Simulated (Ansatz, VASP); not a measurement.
# Cross-check of KAgClF between VASP and Ansatz, part 2 of 3

Aim: how closely do two programs agree when they are given the same cell, functional and k mesh? The cell is generated by rule, not measured, and may not be a known phase. Of the first pair: The cell is taken from a series of runs on this material, whose earlier steps may have relaxed, scaled, displaced or heated it; both programs get it as it stands.

VASP 6.6.1 and Ansatz 0.2.0.

So far: The structure; Ansatz: relaxation of cell and atoms, PBE, pair 1.

**3. VASP: relaxation of cell and atoms, PBE, pair 1**

Level of this step: PBE; plane waves and PAW (Ag, Cl, F, K_sv); invented cell (VASP).

The same cell, functional and mesh now go to VASP, with its own data sets.

Lines of VASP's logs that name or quote its potential files are left out, and so is its time.

Input file INCAR:

```
SYSTEM = KAgClF
PREC = Accurate
ENCUT = 600
EDIFF = 1E-07
NELM = 120
ISMEAR = 0
SIGMA = 0.01
LREAL = .FALSE.
ALGO = Normal
GGA = PE
NBANDS = 42
LASPH = .TRUE.
LORBIT = 11
LWAVE = .FALSE.
LCHARG = .FALSE.
ISIF = 3
IBRION = 2
NSW = 80
EDIFFG = -0.005
GGA_COMPAT = .FALSE.
NELMIN = 4
EFERMI = MIDGAP
KPAR = 2
```

Input file POSCAR:

```
KAgClF
1.0
    3.7764080000      0.0000000000      0.0000000000
    0.0000000000      3.7764080000      0.0000000000
    0.0000000000      0.0000000000     12.7601000000
Ag Cl F K
2 2 2 2
Direct
    0.0000000000      0.0000000000      0.5256140626
    0.5000000000      0.5000000000      0.7870573115
    0.5000000000      0.5000000000      0.4853045823
    0.0000000000      0.0000000000      0.7425346980
    0.5000000000      0.5000000000      0.9766774555
    0.0000000000      0.0000000000      0.2004775041
    0.0000000000      0.0000000000      0.9992773568
    0.5000000000      0.5000000000      0.2318426972
```

Input file KPOINTS:

```
Automatic mesh
0
Gamma
6 6 2
0 0 0
```

PAW data sets: Ag, Cl, F and K_sv (PBE family, release 64).

Launch:

```sh
> mpirun -np 2 vasp_std
```

Numbers of over 12 decimals in the logs are rounded to 6 here.

The program printed:

```text
[banner, memory and clock lines left out]
running    2 mpi-ranks, on    1 nodes
 distrk:  each k-point on    1 cores,    2 groups
 distr:  one band on    1 cores,    1 groups

 POSCAR found type information on POSCAR AgClF K
 POSCAR found :  4 types and       8 ions
 LDA part: xc-table for (Slater+PW92), standard interpolation
 POSCAR, INCAR and KPOINTS ok, starting setup
 FFT: planning ... GRIDC
 FFT: planning ... GRID_SOFT
 FFT: planning ... GRID
 WAVECAR not read
 entering main loop
       N       E                     dE             d eps       ncg     rms          rms(c)
DAV:   1     0.577498682729E+03    0.57750E+03   -0.36453E+04  1680   0.169E+03
DAV:   2     0.199192647087E+02   -0.55758E+03   -0.53821E+03  1904   0.393E+02
DAV:   3    -0.281907441695E+02   -0.48110E+02   -0.47783E+02  2048   0.112E+02
DAV:   4    -0.306699993501E+02   -0.24793E+01   -0.24740E+01  2430   0.191E+01
DAV:   5    -0.307294991796E+02   -0.59500E-01   -0.59473E-01  2424   0.315E+00    0.117E+01
DAV:   6    -0.274859747508E+02    0.32435E+01   -0.12704E+01  1978   0.169E+01    0.716E+00
DAV:   7    -0.273746668752E+02    0.11131E+00   -0.88217E-01  2128   0.442E+00    0.482E+00
DAV:   8    -0.272491868835E+02    0.12548E+00   -0.19240E-01  2046   0.355E+00    0.481E-01
DAV:   9    -0.272414783243E+02    0.77086E-02   -0.69575E-02  2200   0.149E+00    0.369E-01
DAV:  10    -0.272360759287E+02    0.54024E-02   -0.94284E-03  2080   0.586E-01    0.197E-01
DAV:  11    -0.272312275338E+02    0.48484E-02   -0.51983E-03  2152   0.690E-01    0.122E-01
DAV:  12    -0.272301898638E+02    0.10377E-02   -0.41452E-03  2166   0.496E-01    0.903E-02
DAV:  13    -0.272302649764E+02   -0.75113E-04   -0.13261E-03  2078   0.183E-01    0.469E-02
DAV:  14    -0.272302148127E+02    0.50164E-04   -0.20612E-04  2048   0.915E-02    0.259E-02
DAV:  15    -0.272302224609E+02   -0.76482E-05   -0.69881E-05  2286   0.772E-02    0.107E-02
DAV:  16    -0.272302266568E+02   -0.41959E-05   -0.41699E-05  1976   0.354E-02    0.928E-03
DAV:  17    -0.272302270757E+02   -0.41888E-06   -0.25156E-06  2084   0.905E-03    0.611E-03
DAV:  18    -0.272302272011E+02   -0.12546E-06   -0.14382E-06  1906   0.732E-03    0.201E-03
DAV:  19    -0.272302273659E+02   -0.16475E-06   -0.35686E-07  1628   0.386E-03    0.664E-04
DAV:  20    -0.272302273703E+02   -0.43719E-08   -0.59029E-08  1350   0.213E-03
   1 F= -.27230227E+02 E0= -.27230227E+02  d E =-.272302E+02
[... from here on, the cycles between the ionic steps are left out ...]
   2 F= -.27230295E+02 E0= -.27230295E+02  d E =-.676347E-04
   3 F= -.27230304E+02 E0= -.27230304E+02  d E =-.767564E-04
   4 F= -.27230310E+02 E0= -.27230310E+02  d E =-.823833E-04
   5 F= -.27230310E+02 E0= -.27230310E+02  d E =-.824583E-04
   6 F= -.27230325E+02 E0= -.27230325E+02  d E =-.152248E-04
   7 F= -.27230358E+02 E0= -.27230358E+02  d E =-.483247E-04
   8 F= -.27230368E+02 E0= -.27230368E+02  d E =-.580682E-04
   9 F= -.27230373E+02 E0= -.27230373E+02  d E =-.632210E-04
  10 F= -.27230392E+02 E0= -.27230392E+02  d E =-.188631E-04
  11 F= -.27230428E+02 E0= -.27230428E+02  d E =-.549929E-04
  12 F= -.27230403E+02 E0= -.27230403E+02  d E =-.299087E-04
 curvature:  39.68 expect dE= 0.623E-03 dE for cont linesearch  0.913E-04
 ZBRENT: bracketing found
 ZBRENT: interpolating
 opt :  10.7335  next Energy=   -27.230435 (dE=-0.616E-04)
 bond charge predicted
       N       E                     dE             d eps       ncg     rms          rms(c)
DAV:   1    -0.272303071181E+02    0.95822E-04   -0.32790E-01  1680   0.260E+00    0.140E-01
DAV:   2    -0.272305137299E+02   -0.20661E-03   -0.58772E-03  1922   0.426E-01    0.593E-02
DAV:   3    -0.272304656311E+02    0.48099E-04   -0.11202E-04  2350   0.611E-02    0.371E-02
DAV:   4    -0.272304386349E+02    0.26996E-04   -0.58229E-05  1984   0.462E-02    0.156E-02
DAV:   5    -0.272304368847E+02    0.17502E-05   -0.10739E-05  2198   0.161E-02    0.663E-03
DAV:   6    -0.272304357802E+02    0.11046E-05   -0.73210E-07  2158   0.582E-03    0.304E-03
DAV:   7    -0.272304351456E+02    0.63454E-06   -0.22111E-07  1590   0.393E-03    0.870E-04
DAV:   8    -0.272304350481E+02    0.97471E-07   -0.67120E-08  1100   0.177E-03
  13 F= -.27230435E+02 E0= -.27230435E+02  d E =-.619986E-04
 curvature:  -2.86 expect dE=-0.159E-04 dE for cont linesearch -0.253E-09
 trial: gam= 0.32448 g(F)=  0.148E-05 g(S)=  0.405E-05 ort =-0.472E-07 (trialstep = 0.359E+01)
 search vector abs. value=  0.816E-05
 reached required accuracy - stopping structural energy minimisation
```

Parts of OUTCAR (step 3):

```text
ion  position               nearest neighbor table
   1  0.000  0.000  0.526-   3 2.72   3 2.72   3 2.72   3 2.72   4 2.77
   2  0.500  0.500  0.787-   5 2.42   4 2.73   4 2.73   4 2.73   4 2.73
   3  0.500  0.500  0.485-   1 2.72   1 2.72   1 2.72   1 2.72   8 3.23
   4  0.000  0.000  0.743-   2 2.73   2 2.73   2 2.73   2 2.73   1 2.77
   5  0.500  0.500  0.977-   2 2.42   7 2.69   7 2.69   7 2.69   7 2.69
   6  0.000  0.000  0.200-   7 2.57   8 2.70   8 2.70   8 2.70   8 2.70
   7  0.000  0.000  0.999-   6 2.57   5 2.69   5 2.69   5 2.69   5 2.69
   8  0.500  0.500  0.232-   6 2.70   6 2.70   6 2.70   6 2.70   3 3.23

  LATTYP: Found a simple tetragonal cell.
 ALAT       =     3.7764080000
 C/A-ratio  =     3.3788986783

 Subroutine GETGRP returns: Found  8 space group operations
 (whereof  8 operations were pure point group operations)

The static configuration has the point symmetry C_4v.

 Found     20 irreducible k-points:

   k-points           NKPTS =     20   k-points in BZ     NKDIM =     20   number of bands    NBANDS=     42

   dimension x,y,z NGX =    30 NGY =   30 NGZ =  108
   dimension x,y,z NGXF=    60 NGYF=   60 NGZF=  216

   ENCUT  =  600.0 eV  44.10 Ry    6.64 a.u.   7.54  7.54 25.49*2*pi/ulx,y,z

   NELECT =      68.0000    total number of electrons

 k-points in reciprocal lattice and weights: Automatic mesh
   0.00000000  0.00000000  0.00000000       0.014
   0.16666667  0.00000000  0.00000000       0.056
   0.33333333  0.00000000  0.00000000       0.056
   0.50000000  0.00000000  0.00000000       0.028
   0.16666667  0.16666667  0.00000000       0.056
   0.33333333  0.16666667  0.00000000       0.111
   0.50000000  0.16666667  0.00000000       0.056
   0.33333333  0.33333333  0.00000000       0.056
   0.50000000  0.33333333  0.00000000       0.056
[...]
0.50000000  0.33333333  0.50000000       0.056
   0.50000000  0.50000000  0.50000000       0.014

 average (electrostatic) potential at core
       1 -75.9895       2 -76.0837       3 -94.0514       4 -94.4892       5 -76.6298
       6 -75.9580       7 -34.5347       8 -34.6616

 E-fermi :   1.7184

 k-point     1 :       0.0000    0.0000    0.0000
  band No.  band energies     occupation
    ...
     30      -0.7851      2.00000
     31      -0.6259      2.00000
     32      -0.6259      2.00000
     33      -0.6117      2.00000
     34      -0.0936      2.00000
     35       2.3045      0.00000
     36       3.3553      0.00000
     37       5.5671      0.00000
     38       6.6624      0.00000
     39       7.6730      0.00000
    ...

 k-point     2 :       0.1667    0.0000    0.0000
  band No.  band energies     occupation
    ...
     30      -0.9184      2.00000
     31      -0.4179      2.00000
     32      -0.3493      2.00000
     33      -0.0961      2.00000
     34       0.0245      2.00000
     35       3.0546      0.00000
     36       4.0217      0.00000
     37       5.9326      0.00000
     38       6.8191      0.00000
     39       7.6202      0.00000
    ...

 k-point     3 :       0.3333    0.0000    0.0000
  band No.  band energies     occupation
    ...
     30      -0.8565      2.00000
     31      -0.3599      2.00000
     32      -0.0628      2.00000
     33       0.4427      2.00000
     34       0.7468      2.00000
     35       4.4096      0.00000
     36       5.1658      0.00000
     37       6.4462      0.00000
     38       6.9839      0.00000
     39       7.2892      0.00000
    ...

  Total        0.0158475      0.0158475      0.0130292      0.0000000      0.0000000      0.0000000
  in kB        0.1399653      0.1399653      0.1150748      0.0000000      0.0000000      0.0000000
  external PRESSURE =       0.1316685 kB  Pullay stress =       0.0000000 kB

  energy-cutoff  :      600.00
  volume of cell :      181.41
      direct lattice vectors                 reciprocal lattice vectors
     3.775450135  0.000000000  0.000000000     0.264869079  0.000000000  0.000000000
     0.000000000  3.775450135  0.000000000     0.000000000  0.264869079  0.000000000
    -0.000000000  0.000000000 12.726593897    -0.000000000  0.000000000  0.078575620

 POSITION                                       TOTAL-FORCE (eV/Angst)
 -----------------------------------------------------------------------------------
     -0.00000      0.00000      6.68456         0.000000      0.000000     -0.001426
      1.88773      1.88773     10.00707         0.000000     -0.000000     -0.001080
      1.88773      1.88773      6.18428         0.000000     -0.000000     -0.000803
     -0.00000      0.00000      9.44609        -0.000000      0.000000      0.000580
      1.88773      1.88773     12.42639         0.000000      0.000000     -0.000829
     -0.00000      0.00000      2.56052        -0.000000      0.000000      0.001375
     -0.00000      0.00000     12.71407        -0.000000      0.000000      0.004379
      1.88773      1.88773      2.95819         0.000000     -0.000000     -0.002196
 -----------------------------------------------------------------------------------
    total drift:                                0.000000      0.000000      0.000727

  FREE ENERGIE OF THE ION-ELECTRON SYSTEM (eV)
  ---------------------------------------------------
  free  energy   TOTEN  =       -27.2304350481 eV

  energy  without entropy=      -27.2304350481  energy(sigma->0) =      -27.23043505

 reached required accuracy - stopping structural energy minimisation

 total charge
# of ion       s       p       d       tot
------------------------------------------
    1        0.202   0.141   9.365   9.708
    2        0.194   0.139   9.373   9.706
    3        1.598   3.491   0.000   5.089
    4        1.600   3.482   0.000   5.082
    5        1.728   4.331   0.000   6.059
    6        1.726   4.345   0.000   6.071
    7        1.958   5.591   0.032   7.580
    8        1.955   5.586   0.025   7.566
--------------------------------------------------
tot         10.961  27.106  18.794  56.861

[... 3 further parts left out ...]
```

The gap is read on the k-mesh alone, so it is an upper bound where the band edges lie off the mesh. The run keeps the 8 symmetry operations of its start, so it cannot find a distortion of lower symmetry.

**4. Differences**

Known differences besides the potentials themselves: fixed occupations in Ansatz, narrow Gaussian smearing in VASP; the data sets hold 84 valence electrons in Ansatz (on its default PAW (the set named soft_2) files) and 68 in VASP; the cutoff is 420 eV in Ansatz and 600 eV in VASP; Ansatz adds a Pulay correction to the stress that steers its cell, VASP none. Total energies have different zeros and are not compared.

Both answers:

```
                                         quantity  Ansatz    VASP  difference
                                      volume (Å³)  182.00  181.41     +0.33 %
edge a after relaxation, in the typed setting (Å)   3.776   3.776     +0.02 %
edge c after relaxation, in the typed setting (Å)  12.762  12.727     +0.28 %
```

**5. VASP: relaxation of cell and atoms, PBE, pair 2**

The relaxed volume is the usual yardstick between codes: in a stiff, nearly cubic crystal its relative difference is about their pressure difference at one cell divided by the bulk modulus. Its start cell is another than that of the pair before, and may be another structure of the material.

Edit INCAR of step 3 so:

```diff
@@ -6,3 +6,3 @@
 ISMEAR = 0
-SIGMA = 0.01
+SIGMA = 0.1
 LREAL = .FALSE.
```

Input file POSCAR:

```
KAgClF
1.0
    2.7102380415      2.7102380415      0.0000000000
   -2.7102380415      2.7102380415      0.0000000000
    0.0000000000      0.0000000000     11.6937514389
Ag Cl F K
2 2 2 2
Direct
    0.0000000000      0.0000000000      0.4859004389
    0.5000000000      0.5000000000      0.7640995611
    0.5000000000      0.5000000000      0.5031915670
    0.0000000000      0.0000000000      0.7468084330
    0.5000000000      0.5000000000      0.0064172852
    0.0000000000      0.0000000000      0.2435827148
    0.0000000000      0.0000000000      0.0111693770
    0.5000000000      0.5000000000      0.2388306230
```

KPOINTS is that of step 3.

Launch:

```sh
> mpirun -np 2 vasp_std
```

The program printed:

```text
[... set-up lines as in an earlier step ...]
 entering main loop
       N       E                     dE             d eps       ncg     rms          rms(c)
DAV:   1     0.576489939206E+03    0.57649E+03   -0.36255E+04  1680   0.169E+03
DAV:   2     0.178880586897E+02   -0.55860E+03   -0.54142E+03  1904   0.399E+02
DAV:   3    -0.282539788745E+02   -0.46142E+02   -0.45846E+02  2040   0.111E+02
DAV:   4    -0.306608258579E+02   -0.24068E+01   -0.24020E+01  2504   0.187E+01
[...]
DAV:  18    -0.271655625284E+02   -0.40586E-06   -0.10829E-06  1714   0.506E-03    0.129E-03
DAV:  19    -0.271655626956E+02   -0.16717E-06   -0.13591E-07  1228   0.222E-03    0.316E-04
DAV:  20    -0.271655626941E+02    0.14243E-08   -0.12812E-08  1150   0.808E-04
   1 F= -.27165563E+02 E0= -.27165563E+02  d E =-.271656E+02
[...]
N       E                     dE             d eps       ncg     rms          rms(c)
DAV:   1    -0.271655809035E+02   -0.18208E-04   -0.18351E-03  1688   0.239E-01    0.290E-02
DAV:   2    -0.271655691690E+02    0.11734E-04   -0.95661E-05  1870   0.575E-02    0.817E-03
DAV:   3    -0.271655679842E+02    0.11849E-05   -0.30138E-06  1916   0.137E-02    0.574E-03
DAV:   4    -0.271655681678E+02   -0.18364E-06   -0.10120E-06  2190   0.558E-03    0.342E-03
DAV:   5    -0.271655687198E+02   -0.55195E-06   -0.24813E-07  1558   0.278E-03    0.122E-03
DAV:   6    -0.271655689098E+02   -0.19005E-06   -0.72851E-08   878   0.224E-03    0.497E-04
DAV:   7    -0.271655690488E+02   -0.13898E-06   -0.38715E-08   864   0.997E-04    0.303E-04
DAV:   8    -0.271655690333E+02    0.15497E-07   -0.84556E-09   854   0.445E-04
   2 F= -.27165569E+02 E0= -.27165569E+02  d E =-.633914E-05
[...]
trial-energy change:   -0.000006  1 .order   -0.000007   -0.000007   -0.000006
 step:   4.0000(harm=  5.2408)  dis= 0.00105  next Energy=   -27.165582 (dE=-0.190E-04)
 reached required accuracy - stopping structural energy minimisation
```

OUTCAR, selected parts (step 5):

```text
  Total       -0.0015015     -0.0015015     -0.0086438      0.0000000      0.0000000     -0.0000000
  in kB       -0.0140061     -0.0140061     -0.0806271      0.0000000      0.0000000     -0.0000000
  external PRESSURE =      -0.0362131 kB  Pullay stress =       0.0000000 kB

 POSITION                                       TOTAL-FORCE (eV/Angst)
 -----------------------------------------------------------------------------------
     -0.00000      5.42028      5.68143        -0.000000     -0.000000     -0.002550
     -0.00000      2.71014      8.93462         0.000000      0.000000      0.002550
     -0.00000      2.71014      5.88390        -0.000000     -0.000000      0.002879
     -0.00000      5.42028      8.73215         0.000000      0.000000     -0.002879
     -0.00000      2.71014      0.07530        -0.000000     -0.000000      0.004836
     -2.71014      2.71014      2.84791        -0.000000     -0.000000     -0.004836
     -2.71014      2.71014      0.13077        -0.000000     -0.000000      0.002844
     -0.00000      2.71014      2.79244         0.000000      0.000000     -0.002844
 -----------------------------------------------------------------------------------
    total drift:                                0.000000     -0.000000      0.000000

  FREE ENERGIE OF THE ION-ELECTRON SYSTEM (eV)
  ---------------------------------------------------
  free  energy   TOTEN  =       -27.1655690333 eV

  energy  without entropy=      -27.1655690333  energy(sigma->0) =      -27.16556903

[... 2 parts as in an earlier step ...]

[... 2 further parts left out ...]
[key lines of the parts left out:]
E-fermi :   2.0580
```

The run keeps the 16 symmetry operations of its start, so it cannot find a distortion of lower symmetry.

**6. Ansatz: relaxation of cell and atoms, PBE, pair 2**

Its own start cell and the same functional, mesh and smearing now go to Ansatz, which takes its cutoff from its data sets.

The two relaxations start from unlike cells of this crystal, so only their ends are compared.

Input file input.yaml:

```yaml
crystal:
  lattice:
    - [2.725, 2.725, 0.0]
    - [-2.725, 2.725, 0.0]
    - [0.0, 0.0, 10.9]
  atoms:
    - { symbol: Ag, position: [0.0, 0.0, 0.5] }
    - { symbol: Ag, position: [0.5, 0.5, 0.75] }
    - { symbol: Cl, position: [0.5, 0.5, 0.5] }
    - { symbol: Cl, position: [0.0, 0.0, 0.75] }
    - { symbol: F, position: [0.5, 0.5, 0.0] }
    - { symbol: F, position: [0.0, 0.0, 0.25] }
    - { symbol: K, position: [0.0, 0.0, 0.0] }
    - { symbol: K, position: [0.5, 0.5, 0.25] }
kpoints:
  mp_grid: { grid: [6, 6, 2] }
hamiltonian:
  xc: pbe
scf:
  occupations: { method: gaussian, width: 0.1 }
output:
  forces: true
  stress: true
  eigenvalues: true
relax:
  adjacent_minimum: "off"
  f_tol: 0.05
  max_steps: 80
  cell: { stress_tol: 0.5 }
```

Launch:

```sh
> ansatz run input.yaml --threads 8 --pin off --max-ram 14336MiB --backend cpu --events-out ev --progress --plain --runs-dir out
```

The program printed:

```text
[...]
Crystal: 8 atoms, lattice volume = 161.879 Å³
Basis set: ecut = 420 eV, 3173 PW (Γ), exchange–correlation on 54×54×150 points (8 copies of the dense FFT grid, shifted against one another)
Bands: 51, of which v1, the nominal top of the filled ones, is band 42 counted from 1 (41 counted from 0)
Symmetry: 16 space group operations
[...]
k-points: 20 of 72
[...]
- [2.716777, 2.716777, 0.0]
    - [-2.716777, 2.716777, 0.0]
    - [0.0, 0.0, 11.595478]
  atoms:
    - { symbol: Ag, position: [0, 0, 0.485742] }
    - { symbol: Ag, position: [0.5, 0.5, 0.764258] }
    - { symbol: Cl, position: [0.5, 0.5, 0.503704] }
    - { symbol: Cl, position: [0, 0, 0.746296] }
    - { symbol: F, position: [0.5, 0.5, 0.0058256] }
    - { symbol: F, position: [0, 0, 0.244174] }
    - { symbol: K, position: [0, 0, 0.011049] }
    - { symbol: K, position: [0.5, 0.5, 0.238951] }
[key lines of the parts left out:]
SCF converged after 6 iterations
Free energy (F): -22039.160156 eV
Fermi energy:    6.148743 eV
P = ⅓ Tr σ = 0.0788 GPa (0.788 kbar)
```

**7. Side by side**

What differs besides the data sets and the points named for the pairs above, as far as they apply: the data sets hold 84 valence electrons in Ansatz (on its default PAW (the set named soft_2) files) and 68 in VASP. Total energies have different zeros and are not compared.

The two programs side by side:

| quantity | Ansatz | VASP | difference |
| --- | --- | --- | --- |
| volume (Å³) | 171.17 | 171.76 | -0.35 % |
| edge a after relaxation, in the typed setting (Å) | 3.842 | 3.833 | +0.25 % |
| edge c after relaxation, in the typed setting (Å) | 11.595 | 11.693 | -0.83 % |

(Continued in part 3 of 3.)

[Lines on the potential files, build, host, timing and source positions are cut from VASP's logs without a mark.]

[Logs are printed without paths, hosts, clocks, repeated set-up lines and the standing remarks that a program may print on its own settings, such as how far it seeks lower states.]

[Hosts, paths, dates, database ids (printed as entryN), source tags and the programs' standing remarks are cut or masked in the printed files.]
